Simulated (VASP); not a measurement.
# ScInTeSe (P-6m2) in VASP: elastic constants with PBE

Aim: the elastic constants of ScInTeSe with PBE.

Everything below comes from runs of VASP 6.6.1. Logs are shortened: lines on timing, memory, paths and dates and some standing lists are left out, and cuts for length are marked.

**1. The crystal as given**

The structure is hexagonal, space group P-6m2 (No. 187). The conventional cell has a = 4.064 Å, b = 4.064 Å, c = 15.854 Å, α = 90.00°, β = 90.00°, γ = 120.00°. Around Sc (site symmetry 3m) lie 3 Se at 2.76 Å and 3 Te at 2.94 Å. In (site symmetry -6m2) is surrounded by 6 Se at 3.28 Å. In (site symmetry -6m2) is surrounded by 6 Te at 3.36 Å. Te (site symmetry 3m) is surrounded by 3 Sc at 2.94 Å and 3 In at 3.36 Å. Se (site symmetry 3m) has 3 Sc at 2.76 Å as nearest neighbours.

The cell was built by a generator and needn't be a form met in nature.

**2. Elastic constants, PBE**

The input, POSCAR:

```
ScInTeSe
1.0
    4.0643600000      0.0000000000      0.0000000000
   -2.0321800000      3.5198390000      0.0000000000
    0.0000000000      0.0000000000     15.8537300000
Sc In Te Se
2 2 2 2
Direct
    0.0000000000      0.0000000000      0.2637020000
    0.0000000000      0.0000000000      0.7362980000
    0.3333330000      0.6666670000      0.5000000000
    0.6666670000      0.3333330000      0.0000000000
    0.3333330000      0.6666670000      0.1519350000
    0.3333330000      0.6666670000      0.8480650000
    0.6666670000      0.3333330000      0.3549970000
    0.6666670000      0.3333330000      0.6450030000
```

The input, INCAR.step1:

```
SYSTEM = ScInTeSe
PREC = Accurate ; ENCUT = 520
EDIFF = 1E-8 ; ISMEAR = 0
SIGMA = 0.1 ; LREAL = .False.
LASPH = .True. ; NELM = 60
ALGO = Fast ; ISIF = 3
LWAVE = .False. ; LCHARG = .False.
GGA = PE ; KPAR = 8
IBRION = 2 ; NSW = 40
EDIFFG = -0.002
```

The input, INCAR.step2:

```
SYSTEM = ScInTeSe
PREC = Accurate ; ENCUT = 520
EDIFF = 1E-8 ; ISMEAR = 0
SIGMA = 0.1 ; LREAL = .False.
LASPH = .True. ; NELM = 60
ALGO = Fast ; ISIF = 3
LWAVE = .False. ; LCHARG = .False.
GGA = PE ; KPAR = 8
IBRION = 6 ; NFREE = 2
POTIM = 0.015 ; NSW = 1
```

The input, KPOINTS:

```
Automatic mesh
0
Gamma
  6 6 2
  0 0 0
```

Potentials or basis: VASP PAW PBE potentials, release 64 (Sc_sv, In_d, Te, Se).

Started as:

```console
> cat potpaw_PBE.64/Sc_sv/POTCAR potpaw_PBE.64/In_d/POTCAR potpaw_PBE.64/Te/POTCAR potpaw_PBE.64/Se/POTCAR > POTCAR
> cp INCAR.step1 INCAR
> mpirun -np 8 vasp_std > vasp.out
> cp CONTCAR POSCAR
> cp INCAR.step2 INCAR
> mpirun -np 8 vasp_std > vasp.out
```

OUTCAR:

```text
SYSTEM = ScInTeSe
   PREC = Accurate
   ENCUT = 520
   EDIFF = 1E-8
   ISMEAR = 0
   LREAL = .False.
   LASPH = .True.
   NELM = 60
   ISIF = 3
   GGA = PE
   IBRION = 6
   NFREE = 2
   POTIM = 0.015
   NSW = 1

 ion  position               nearest neighbor table
   1  0.000  0.000  0.264-   7 2.76   7 2.76   7 2.76   5 2.94   5 2.94   5 2.94
   2  0.000  0.000  0.736-   8 2.76   8 2.76   8 2.76   6 2.94   6 2.94   6 2.94
   3  0.333  0.667  0.500-   7 3.29   8 3.29   7 3.29   8 3.29   7 3.29   8 3.29
   4  0.667  0.333  0.000-   5 3.36   6 3.36   5 3.36   6 3.36   5 3.36   6 3.36
   5  0.333  0.667  0.152-   1 2.94   1 2.94   1 2.94   4 3.36   4 3.36   4 3.36
   6  0.333  0.667  0.848-   2 2.94   2 2.94   2 2.94   4 3.36   4 3.36   4 3.36
   7  0.667  0.333  0.355-   1 2.76   1 2.76   1 2.76   3 3.29   3 3.29   3 3.29
   8  0.667  0.333  0.645-   2 2.76   2 2.76   2 2.76   3 3.29   3 3.29   3 3.29

  LATTYP: Found a hexagonal cell.
 ALAT       =     4.0682557250
 C/A-ratio  =     3.8907707675

  Lattice vectors:

 A1 = (   4.0682557250,   0.0000000000,   0.0000000000)
 A2 = (  -2.0341278625,   3.5232127968,   0.0000000000)
 A3 = (   0.0000000000,   0.0000000000,  15.8286504494)

Analysis of symmetry for initial positions (statically):
=====================================================================
 Subroutine PRICEL returns:
 Original cell was already a primitive cell.

 Routine SETGRP: Setting up the symmetry group for a
 hexagonal supercell.

 Subroutine GETGRP returns: Found 12 space group operations
 (whereof 12 operations were pure point group operations)
 out of a pool of 24 trial point group operations.

The static configuration has the point symmetry D_3h.

Analysis of symmetry for dynamics (positions and initial velocities):
=====================================================================
 Subroutine PRICEL returns:
 Original cell was already a primitive cell.

 Routine SETGRP: Setting up the symmetry group for a
 hexagonal supercell.

 Subroutine GETGRP returns: Found 12 space group operations
 (whereof 12 operations were pure point group operations)
 out of a pool of 24 trial point group operations.

The dynamic configuration has the point symmetry D_3h.

 Subroutine INISYM returns: Found 12 space group operations
 (whereof 12 operations are pure point group operations),
 and found     1 'primitive' translations

----------------------------------------------------------------------------------------

                                     Primitive cell

  volume of cell :     226.8773

  direct lattice vectors                    reciprocal lattice vectors
     4.068255725  0.000000000  0.000000000     0.245805590  0.141915924  0.000000000
    -2.034127862  3.523212797  0.000000000     0.000000000  0.283831848  0.000000000
     0.000000000  0.000000000 15.828650449     0.000000000  0.000000000  0.063176580

  length of vectors
     4.068255725  4.068255716 15.828650449     0.283831848  0.283831848  0.063176580

  position of ions in fractional coordinates (direct lattice)
     0.000000000  0.000000000  0.263616749
     0.000000000  0.000000000  0.736383251
     0.333333000  0.666667000  0.500000000
     0.666667000  0.333333000  0.000000000
     0.333333000  0.666667000  0.151798943
     0.333333000  0.666667000  0.848201057
     0.666667000  0.333333000  0.354883568
     0.666667000  0.333333000  0.645116432

  ion indices of the primitive-cell ions
   primitive index   ion index
[... 114 lines left out ...]
  ---------------------------------------------------
  ext. energy  EPLUGINS =         0.00000000
  ---------------------------------------------------
  free energy    TOTEN  =       -38.98026490 eV

  energy without entropy =      -38.97699839  energy(sigma->0) =      -38.97863165

------------------------ aborting loop because EDIFF is reached ----------------------------------------

  FORCE on cell =-STRESS in cart. coord.  units (eV):
  Direction    XX          YY          ZZ          XY          YZ          ZX
  --------------------------------------------------------------------------------------
  -------------------------------------------------------------------------------------
  Total        0.0066143      0.0066143      0.0092401      0.0000000      0.0000000      0.0000000
  in kB        0.0467095      0.0467095      0.0652524      0.0000000      0.0000000      0.0000000
  external PRESSURE =       0.0528904 kB  Pullay stress =       0.0000000 kB
[... 107 lines left out ...]
  FREE ENERGIE OF THE ION-ELECTRON SYSTEM (eV)
  ---------------------------------------------------
  free  energy   TOTEN  =       -38.9681017778 eV

  energy  without entropy=      -38.9649517329  energy(sigma->0) =      -38.96652676

[... ionic steps 4 to 30 ...]

--------------------------------------- Ionic step       31  -------------------------------------------

 number of electron      72.0000017 magnetization

------------------------ aborting loop because EDIFF is reached ----------------------------------------
[... 79 lines left out ...]
--------------------------------------- Ionic step       33  -------------------------------------------

 number of electron      72.0000017 magnetization

 Free energy of the ion-electron system (eV)
  ---------------------------------------------------
  ext. energy  EPLUGINS =         0.00000000
  ---------------------------------------------------
  free energy    TOTEN  =       -38.97975721 eV

  energy without entropy =      -38.97661553  energy(sigma->0) =      -38.97818637

 E-fermi :   5.5027     XC(G=0):  -9.3537

 val. band max:        4.8432304415   @ k =   0.1667   0.0000   0.0000
 cond. band min:       5.5469123936   @ k =   0.3333   0.3333   0.0000
 fundamental gap:      0.7036819521
 Fermi energy:         5.5027073478

 k-point     1 :       0.0000    0.0000    0.0000
  band No.  band energies     occupation
      1     -45.2765      2.00000
      2     -45.2618      2.00000
      3     -23.8918      2.00000
      4     -23.8786      2.00000
      5     -23.8716      2.00000
      6     -23.8715      2.00000
[... 668 lines left out ...]
  FREE ENERGIE OF THE ION-ELECTRON SYSTEM (eV)
  ---------------------------------------------------
  free  energy   TOTEN  =       -38.9797572134 eV

  energy  without entropy=      -38.9766155310  energy(sigma->0) =      -38.97818637

 INTERNAL STRAIN TENSORS FROM STRAINED CELLS
 ============================================

 INTERNAL STRAIN TENSOR FOR ION    1 for displacements in x,y,z  (eV/Angst):
          X           Y           Z          XY          YZ          ZX
  --------------------------------------------------------------------------------
  x    -0.00000     0.00000    -0.00000     0.03990    -0.00000    -0.14609
  y     0.04234    -0.04444    -0.00000    -0.00053    -0.14517    -0.00005
  z     0.18887     0.16771    -2.25733     0.00418     0.00423     0.00015

 INTERNAL STRAIN TENSORS FROM DISPLACED ATOMS
 ============================================

 INTERNAL STRAIN TENSOR FOR ION    1 for displacements in x,y,z  (eV/Angst):
          X           Y           Z          XY          YZ          ZX
  --------------------------------------------------------------------------------
  x     0.00000     0.00000     0.00000     0.03976     0.00000    -0.21105
  y     0.03976    -0.03976     0.00000    -0.00000    -0.21105     0.00000
  z     0.16124     0.16124    -2.26695     0.00000     0.00000     0.00000

 INTERNAL STRAIN TENSOR FOR ION    8 for displacements in x,y,z  (eV/Angst):
          X           Y           Z          XY          YZ          ZX
  --------------------------------------------------------------------------------
  x     0.00000     0.00000     0.00000    -1.61910     0.00000     4.15444
  y    -1.61910     1.61910     0.00000    -0.00000     4.15444    -0.00000
  z     4.04431     4.04431     4.70791     0.00000    -0.00000     0.00000

 Eigenvectors and eigenvalues of the dynamical matrix
 ----------------------------------------------------

   1 f  =    7.620042 THz    47.878134 2PiTHz  254.177229 cm-1    31.513946 meV
             X         Y         Z           dx          dy          dz
      0.000000  0.000000  4.172697    -0.000000    0.000000    0.649270
      0.000000  0.000000 11.655953     0.000000   -0.000000   -0.649270
     -0.000002  2.348810  7.914325     0.000000   -0.000000   -0.000000
      2.034130  1.174403  0.000000    -0.000000    0.000000   -0.000000
     -0.000002  2.348810  2.402772     0.000000   -0.000000   -0.181918
     -0.000002  2.348810 13.425878     0.000000   -0.000000    0.181918
      2.034130  1.174403  5.617328     0.000000   -0.000000   -0.212965
      2.034130  1.174403 10.211323    -0.000000    0.000000    0.212965
[... 243 lines left out ...]
  24 f/i=    0.013365 THz     0.083974 2PiTHz    0.445807 cm-1     0.055273 meV
             X         Y         Z           dx          dy          dz
      0.000000  0.000000  4.172697     0.249262   -0.000152   -0.000000
      0.000000  0.000000 11.655953     0.249262   -0.000152   -0.000000
     -0.000002  2.348810  7.914325     0.389761   -0.000238   -0.000000
      2.034130  1.174403  0.000000     0.391468   -0.000239   -0.000000
     -0.000002  2.348810  2.402772     0.419818   -0.000257   -0.000000
     -0.000002  2.348810 13.425878     0.419818   -0.000257   -0.000000
      2.034130  1.174403  5.617328     0.330213   -0.000202   -0.000000
      2.034130  1.174403 10.211323     0.330213   -0.000202   -0.000000

--------------------------------------------------------------------------------------------------------

 ELASTIC MODULI CONTR FROM IONIC RELAXATION (kBar)
 Direction    XX          YY          ZZ          XY          YZ          ZX
 --------------------------------------------------------------------------------
 XX         -92.5746    -42.5809    -99.7885     -0.0000      0.0000     -0.0000
 YY         -42.5809    -92.5746    -99.7885      0.0000      0.0000      0.0000
 ZZ         -99.7885    -99.7885   -159.5140      0.0000      0.0000     -0.0000
 XY          -0.0000      0.0000      0.0000    -24.9969      0.0000     -0.0000
 YZ           0.0000      0.0000      0.0000      0.0000   -123.7578      0.0000
 ZX          -0.0000      0.0000     -0.0000     -0.0000      0.0000   -123.7578
 --------------------------------------------------------------------------------

 TOTAL ELASTIC MODULI (kBar)
 Direction    XX          YY          ZZ          XY          YZ          ZX
 --------------------------------------------------------------------------------
 XX         645.7242    210.0113    228.0221     -0.0000      0.0000     -0.0000
 YY         210.0113    645.7242    228.0221      0.0000      0.0000      0.0000
 ZZ         228.0221    228.0221    705.0633      0.0000      0.0000     -0.0000
 XY          -0.0000      0.0000      0.0000    217.8565      0.0000     -0.0000
 YZ           0.0000      0.0000      0.0000      0.0000    223.7112      0.0000
 ZX          -0.0000      0.0000     -0.0000     -0.0000      0.0000    223.7111
 --------------------------------------------------------------------------------
```

It took 35 min on 8 MPI ranks of Intel Xeon 6975P-C (Granite Rapids), shared host; peak memory 0.84 GiB.

What came out:

| Item | Value |
| --- | --- |
| Voigt bulk modulus | 37 GPa |
| Highest phonon frequency at Γ, LO-TO splitting left out | 254 cm⁻¹ |

Step by step:
```csv
step,energy change (eV),largest force (eV/Å),pressure (GPa),volume (Å³)
1,0.0000,0.0032,0.01,226.80
2,-0.0001,0.0035,0.01,226.85
3,-0.0001,0.0049,0.00,226.92
4,-0.0001,0.0049,0.00,226.93
5,-0.0001,0.0030,0.00,226.92
6,-0.0001,0.0052,0.00,226.92
7,-0.0001,0.0040,0.00,226.91
8,-0.0002,0.0019,0.01,226.88
```

Phonon frequencies in cm⁻¹ (negative: imaginary):
```csv
q point,frequencies
"(0.000, 0.000, 0.000)",0 0 0 35 35 39 39 52 52 62 65 82 99 99 101 101 134 135 159 159 160 160 243 254
```

Elastic tensor in Voigt notation (GPa, in the Cartesian axes of the cell as first typed):
```
65 21 23  0  0  0
21 65 23  0  0  0
23 23 71  0  0  0
 0  0  0 22  0  0
 0  0  0  0 22  0
 0  0  0  0  0 22
```

Clamped-ion elastic tensor (GPa):
```
74 25 33  0  0  0
25 74 33  0  0  0
33 33 86  0  0  0
 0  0  0 35  0  0
 0  0  0  0 35  0
 0  0  0  0  0 24
```
